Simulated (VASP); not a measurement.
VASP ran on this input.

File KPOINTS:
```
Automatic mesh
0
Gamma
9 9 9
0 0 0
```

### POSCAR
```
NiAl
1
    2.9478000000     0.0000000000     0.0000000000
    0.0000000000     2.9478000000     0.0000000000
    0.0000000000     0.0000000000     2.9478000000
Al Ni
1 1
Direct
  0.5000000000   0.5000000000   0.5000000000
  0.0000000000   0.0000000000   0.0000000000
```

INCAR:
```
# general
SYSTEM   =  NiAl
PREC     =  Accurate
ENCUT    =  400   # plane-wave cut-off (eV)
LREAL    =  .FALSE.
LASPH    =  .TRUE.   # aspherical one-centre terms

# electronic loop
EDIFF    =  1E-6   # SCF stop (eV)
NELM     =  100   # most electronic steps
ALGO     =  Normal   # blocked Davidson
LMAXMIX  =  4

# smearing
ISMEAR   =  1
SIGMA    =  0.1   # width (eV)

# functional
GGA      =  PE

# ions
ISIF     =  2

# output
LWAVE    =  .FALSE.
LCHARG   =  .FALSE.
```

POTCAR, in this order: Al Ni (PBE.64 set). Program: vasp_std.

### Question
Translate this PBE calculation to Ansatz.

### Answer
One equivalent input (not run):
Ansatz 0.2 input:
```yaml
crystal:
  lattice:
    - [2.9478000, 0.0000000, 0.0000000]
    - [0.0000000, 2.9478000, 0.0000000]
    - [0.0000000, 0.0000000, 2.9478000]
  atoms:
    - { symbol: Al, position: [0.5000000, 0.5000000, 0.5000000] }
    - { symbol: Ni, position: [0.0000000, 0.0000000, 0.0000000] }
kpoints:
  mp_grid: { grid: [9, 9, 9] }
hamiltonian:
  xc: pbe
  pseudopotentials: { kind: paw }
scf:
  occupations: { method: methfessel_paxton, width: 0.1 }
  max_iter: 100
output: { forces: true, stress: true, eigenvalues: true }
```
Limits of the translation: each code has its own PAW files, so the cut-off isn't converted (ENCUT is set for VASP's; basis.ecutwfc is left out, and Ansatz then takes the one that its files recommend); Ansatz stops its SCF on the density residual and VASP on the energy change (EDIFF).

The compound is NiAl in the CsCl type structure. The cell was not relaxed at this level.
